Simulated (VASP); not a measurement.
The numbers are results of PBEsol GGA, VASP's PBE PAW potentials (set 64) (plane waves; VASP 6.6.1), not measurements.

VASP input:

POSCAR:
```
LaHg2
4.9580
  1.0000000000   0.0000000000   0.0000000000
 -0.5000000000   0.8660254135   0.0000000000
  0.0000000000   0.0000000000   0.7341670028
La Hg
1 2
Cartesian
  0.0000000000   0.0000000000   0.0000000000
 -0.0000005000   0.5773505643   0.3670835014
  0.5000005000   0.2886748491   0.3670835014
```

INCAR:
```
# general
SYSTEM =LaHg2
PREC   =Accurate
ENCUT  =300
LREAL  =.False.
LASPH  =.True.

# electronic loop
EDIFF  =1E-6
NELM   =100
ALGO   =Normal
LMAXMIX=6

# smearing
ISMEAR =0
SIGMA  =0.1

# functional
GGA    =PS

# ions
ISIF   =2

# output
LWAVE  =.False.
LCHARG =.False.
```

File KPOINTS:
```
Automatic mesh
0
Gamma
5 5 6
0 0 0
```

POTCAR, in this order: La Hg (PBE.64 set). Program: vasp_std.

At this cut-off the stress carries a Pulay error, which pulls relaxed volumes low. Unless said otherwise, spin-orbit coupling is left out, though it shifts the bands of the heavy elements here.

Q: Estimate the energy per atom (σ→0), pressure, band gap (on the k-mesh).

A: 
The energy per atom (σ→0) comes out as -2.748 eV/atom. The band gap (on the k-mesh) is none (metal, semimetal or under 0.01 eV) and the pressure is -1.10 GPa.

### OSZICAR
```
...
DAV:   8    -0.825138569654E+01    0.21458E-01   -0.16580E-01  1187   0.293E+00    0.312E-01
DAV:   9    -0.824840555661E+01    0.29801E-02   -0.12541E-02  1360   0.931E-01    0.173E-01
DAV:  10    -0.824768266997E+01    0.72289E-03   -0.10799E-02  1318   0.735E-01    0.543E-02
DAV:  11    -0.824770226097E+01   -0.19591E-04   -0.60953E-04  1377   0.153E-01    0.468E-02
DAV:  12    -0.824774149456E+01   -0.39234E-04   -0.28790E-04  1332   0.104E-01    0.136E-02
DAV:  13    -0.824774350551E+01   -0.20110E-05   -0.44443E-05  1527   0.468E-02    0.580E-03
DAV:  14    -0.824774386463E+01   -0.35911E-06   -0.41717E-06  1131   0.102E-02
   1 F= -.82477439E+01 E0= -.82442291E+01  d E =-.702944E-02
```

The structure comes from a measured LaHg2 entry of the Crystallography Open Database, whose conditions weren't checked. The cell was not relaxed at this level. The electron count is odd and the run is not spin-polarised, which forces a metal.
